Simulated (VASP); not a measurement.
A convergence study with VASP on Ir (fcc): a few settings are varied, all else stays as given below, so the limit is that of these other settings. The cell's lengths are 1 % over those of the tabulated start, so it is off equilibrium.

```
CELL_PARAMETERS angstrom
      0.00000     1.93920     1.93920
      1.93920     0.00000     1.93920
      1.93920     1.93920     0.00000
ATOMIC_POSITIONS crystal
  Ir 0.00000 0.00000 0.00000
```

Calculation: PBEsol GGA, VASP's PBE PAW potentials (set 64) (plane waves; VASP 6.6.1). The last row used: 550 eV cut-off, 14×14×14 Γ-centred mesh, first-order Methfessel-Paxton smearing of 0.10 eV, potentials Ir.

```
setting                      E (eV/atom)  pressure (GPa)  electronic steps
---------------------------  -----------  --------------  ----------------
ALGO = Normal, EDIFF = 1E-2      -9.7914           -6.48                 8
ALGO = Normal, EDIFF = 1E-3      -9.7887          -12.33                10
ALGO = Normal, EDIFF = 1E-4      -9.7887          -12.27                10
ALGO = Normal, EDIFF = 1E-5      -9.7887          -12.26                10
ALGO = Normal, EDIFF = 1E-6      -9.7887          -12.26                10
ALGO = Normal, EDIFF = 1E-7      -9.7887          -12.26                12
ALGO = Normal, EDIFF = 1E-8      -9.7887          -12.26                12
ALGO = Normal, EDIFF = 1E-9      -9.7887          -12.25                15
ALGO = Fast, EDIFF = 1E-2        -9.7924           -8.20                 8
ALGO = Fast, EDIFF = 1E-3        -9.7887          -11.33                11
ALGO = Fast, EDIFF = 1E-4        -9.7887          -11.54                11
ALGO = Fast, EDIFF = 1E-5        -9.7887          -12.26                13
ALGO = Fast, EDIFF = 1E-6        -9.7887          -12.43                15
ALGO = Fast, EDIFF = 1E-7        -9.7887          -12.27                18
ALGO = Fast, EDIFF = 1E-8        -9.7887          -12.25                21
ALGO = Fast, EDIFF = 1E-9        -9.7887          -12.25                22
ALGO = All, EDIFF = 1E-2         -9.7870          -11.96                 9
ALGO = All, EDIFF = 1E-3         -9.7887          -12.36                11
ALGO = All, EDIFF = 1E-4         -9.7887          -12.35                12
ALGO = All, EDIFF = 1E-5         -9.7887          -12.15                13
ALGO = All, EDIFF = 1E-6         -9.7887          -12.27                15
ALGO = All, EDIFF = 1E-7         -9.7887          -12.26                16
ALGO = All, EDIFF = 1E-8         -9.7887          -12.25                18
ALGO = All, EDIFF = 1E-9         -9.7887          -12.25                19
```

Left out are rungs that failed or repeat a setting and relaxations that didn't move; long series are thinned to 24 rows.

The compound is Ir in the fcc structure. The cell was not relaxed at this level.
